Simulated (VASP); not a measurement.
Level of theory: PBE GGA, VASP's PBE PAW potentials (set 64) (plane waves; VASP).

VASP ran on this input.

File KPOINTS:
```
kpoints
0
G
8 8 8
0 0 0
```

INCAR:
```
LORBIT = 10
ENCUT = 480
GGA = PE
LCHARG = F
LREAL = F   # projection in real space or not
ISMEAR = 0
NELM = 100
MAGMOM = 4.1 -4.1 2*0.0
EDIFF = 1E-7
LMAXMIX = 4   # l cut-off of mixed one-centre charges
ALGO = Normal   # blocked Davidson
SYSTEM = MnS
ISPIN = 2
LASPH = T   # aspherical one-centre terms
ISIF = 2   # forces and stress, cell fixed
SIGMA = 0.05   # width (eV)
LWAVE = F
PREC = Accurate
```

POSCAR:
```
MnS
1
    5.3216991937     2.6544350612     2.6544350612
    2.6544350612     5.3216991937     2.6544350612
    2.6544350612     2.6544350612     5.3216991937
Mn S
2 2
Direct
  0.0000000000   0.0000000000   0.0000000000
  0.5000000000   0.5000000000   0.5000000000
  0.2500000000   0.2500000000   0.2500000000
  0.7500000000   0.7500000000   0.7500000000
```

POTCAR, in this order: Mn_pv S (PBE.64 set). Program: vasp_std.

Output

### OUTCAR
```
 ion  position               nearest neighbor table
   1  0.000  0.000  0.000-   4 2.66   4 2.66   3 2.66   3 2.66   4 2.66   3 2.66
   2  0.500  0.500  0.500-   3 2.66   3 2.66   4 2.66   4 2.66   3 2.66   4 2.66
   3  0.250  0.250  0.250-   1 2.66   1 2.66   2 2.66   2 2.66   1 2.66   2 2.66
   4  0.750  0.750  0.750-   2 2.66   2 2.66   1 2.66   1 2.66   2 2.66   1 2.66
  LATTYP: Found a trigonal (rhomboedric) cell.
 ALAT       =     6.5124905602
 COS(alpha) =     0.8322595375
 Subroutine PRICEL returns following result:
  LATTYP: Found a trigonal (rhomboedric) cell.
 ALAT       =     3.7630150545
 COS(alpha) =     0.4975878445
 Subroutine GETGRP returns: Found 12 space group operations
The static configuration has the point symmetry D_3d.
The dynamic configuration has the point symmetry D_3d.
The overall configuration has the point symmetry D_3d.
 Subroutine INISYM returns: Found 12 space group operations
 Subroutine IBZKPT returns following result:
 Found     65 irreducible k-points:

 Following reciprocal coordinates:
            Coordinates               Weight
  0.000000  0.000000  0.000000      1.000000
  0.125000  0.000000  0.000000      6.000000
  0.250000  0.000000  0.000000      6.000000
  0.375000  0.000000  0.000000      6.000000
  0.500000  0.000000  0.000000      3.000000
  0.125000  0.125000  0.000000      6.000000
  0.250000  0.125000  0.000000     12.000000
  0.375000  0.125000  0.000000     12.000000
  0.500000  0.125000  0.000000     12.000000
 -0.375000  0.125000 -0.000000     12.000000
 -0.250000  0.125000  0.000000     12.000000
 -0.125000  0.125000  0.000000      6.000000
  0.250000  0.250000  0.000000      6.000000
  0.375000  0.250000  0.000000     12.000000
  0.500000  0.250000  0.000000     12.000000
 -0.375000  0.250000  0.000000     12.000000
 -0.250000  0.250000  0.000000      6.000000
  0.375000  0.375000  0.000000      6.000000
  0.500000  0.375000  0.000000     12.000000
 -0.375000  0.375000  0.000000      6.000000
  0.500000  0.500000  0.000000      3.000000
  0.125000  0.125000  0.125000      2.000000
  0.250000  0.125000  0.125000      6.000000
  0.375000  0.125000  0.125000      6.000000
  0.500000  0.125000  0.125000      6.000000
 -0.375000  0.125000  0.125000      6.000000
 -0.250000  0.125000  0.125000      6.000000
 -0.125000  0.125000  0.125000      6.000000
  0.250000  0.250000  0.125000      6.000000
  0.375000  0.250000  0.125000     12.000000
  0.500000  0.250000  0.125000     12.000000
 -0.375000  0.250000  0.125000     12.000000
 -0.250000  0.250000  0.125000     12.000000
 -0.125000  0.250000  0.125000     12.000000
  0.375000  0.375000  0.125000      6.000000
  0.500000  0.375000  0.125000     12.000000
 -0.375000  0.375000  0.125000     12.000000
 -0.250000  0.375000  0.125000     12.000000
 -0.125000  0.375000  0.125000     12.000000
  0.500000  0.500000  0.125000      6.000000
   k-points           NKPTS =     65   k-points in BZ     NKDIM =     65   number of bands    NBANDS=     23
   number of dos      NEDOS =    301   number of ions     NIONS =      4
   total plane-waves  NPLWV = 110592
   dimension x,y,z NGX =    48 NGY =   48 NGZ =   48
   dimension x,y,z NGXF=    96 NGYF=   96 NGZF=   96
   ions per type =               2   2
   PREC   = accura    normal or accurate (medium, high low for compatibility)
   ISTART =      0    job   : 0-new  1-cont  2-samecut
   ICHARG =      2    charge: 1-file 2-atom 10-const
   ISPIN  =      2    spin polarized calculation?
   LNONCOLLINEAR =      F non collinear calculations
   LSORBIT =      F    spin-orbit coupling
   INIWAV =      1    electr: 0-lowe 1-rand  2-diag
...
```

### OSZICAR
```
       N       E                     dE             d eps       ncg     rms          rms(c)
DAV:   1     0.350323303928E+03    0.35032E+03   -0.20689E+04  6700   0.166E+03
DAV:   2     0.401505662465E+01   -0.34631E+03   -0.34160E+03  6085   0.450E+02
DAV:   3    -0.293904391903E+02   -0.33405E+02   -0.32739E+02  8637   0.125E+02
DAV:   4    -0.304729931079E+02   -0.10826E+01   -0.10817E+01  7100   0.216E+01
DAV:   5    -0.304969086070E+02   -0.23915E-01   -0.23909E-01  7549   0.381E+00    0.145E+01
DAV:   6    -0.282457504479E+02    0.22512E+01   -0.27014E+01  8025   0.461E+01    0.144E+01
DAV:   7    -0.282512003157E+02   -0.54499E-02   -0.20651E+00  7392   0.161E+01    0.806E+00
DAV:   8    -0.282534431909E+02   -0.22429E-02   -0.27597E-01  8376   0.482E+00    0.408E+00
DAV:   9    -0.282446698916E+02    0.87733E-02   -0.48940E-02  7200   0.228E+00    0.474E-01
DAV:  10    -0.282468820036E+02   -0.22121E-02   -0.11463E-02  7928   0.674E-01    0.245E-01
DAV:  11    -0.282471567498E+02   -0.27475E-03   -0.81237E-04  6712   0.256E-01    0.128E-01
DAV:  12    -0.282472447858E+02   -0.88036E-04   -0.51195E-04  7891   0.114E-01    0.839E-02
DAV:  13    -0.282472733168E+02   -0.28531E-04   -0.51244E-05  7094   0.814E-02    0.406E-02
DAV:  14    -0.282472775310E+02   -0.42142E-05   -0.56351E-05  7212   0.509E-02    0.205E-02
DAV:  15    -0.282472804000E+02   -0.28690E-05   -0.32305E-06  7109   0.173E-02    0.600E-03
DAV:  16    -0.282472805145E+02   -0.11445E-06   -0.27007E-07  6027   0.427E-03    0.450E-03
DAV:  17    -0.282472804542E+02    0.60263E-07   -0.89932E-08  4047   0.189E-03
   1 F= -.28247280E+02 E0= -.28247280E+02  d E =-.955647E-13  mag=     0.0000
```

### OUTCAR
```
------------------------ aborting loop because EDIFF is reached ----------------------------------------
  FORCE on cell =-STRESS in cart. coord.  units (eV):
  Direction    XX          YY          ZZ          XY          YZ          ZX
  --------------------------------------------------------------------------------------
  Total       -3.3846941     -3.3846941     -3.3846941     -0.0452987     -0.0452987     -0.0452987
  in kB      -71.7036781    -71.7036781    -71.7036781     -0.9596386     -0.9596386     -0.9596386
  external PRESSURE =     -71.7036781 kB  Pullay stress =       0.0000000 kB
  volume of cell :       75.63
      direct lattice vectors                 reciprocal lattice vectors
     5.321699194  2.654435061  2.654435061     0.281300113 -0.093615887 -0.093615887
     2.654435061  5.321699194  2.654435061    -0.093615887  0.281300113 -0.093615887
     2.654435061  2.654435061  5.321699194    -0.093615887 -0.093615887  0.281300113
 POSITION                                       TOTAL-FORCE (eV/Angst)
 -----------------------------------------------------------------------------------
      0.00000      0.00000      0.00000         0.000000      0.000000     -0.000000
      5.31528      5.31528      5.31528        -0.000000      0.000000      0.000000
      2.65764      2.65764      2.65764        -0.000000     -0.000000     -0.000000
      7.97293      7.97293      7.97293         0.000000     -0.000000      0.000000
 -----------------------------------------------------------------------------------
    total drift:                                0.000000     -0.000000     -0.000000
  FREE ENERGIE OF THE ION-ELECTRON SYSTEM (eV)
  ---------------------------------------------------
  free  energy   TOTEN  =       -28.2472804542 eV

  energy  without entropy=      -28.2472804542  energy(sigma->0) =      -28.24728045

 total charge

# of ion       s       p       d       tot
------------------------------------------
    1        0.199   6.137   4.924  11.260
    2        0.199   6.137   4.924  11.260
    3        1.327   2.384   0.000   3.711
    4        1.327   2.384   0.000   3.711
--------------------------------------------------
tot          3.051  17.042   9.849  29.942

 magnetization (x)

# of ion       s       p       d       tot
------------------------------------------
    1        0.022   0.015   4.232   4.269
    2       -0.022  -0.015  -4.232  -4.269
    3        0.000   0.000   0.000   0.000
    4        0.000   0.000   0.000   0.000
--------------------------------------------------
tot          0.000   0.000   0.000   0.000
```
(Selected blocks of OUTCAR.)

The compound is MnS in the rock salt, AFM-II order structure. This cell was strained or had an atom moved on purpose.
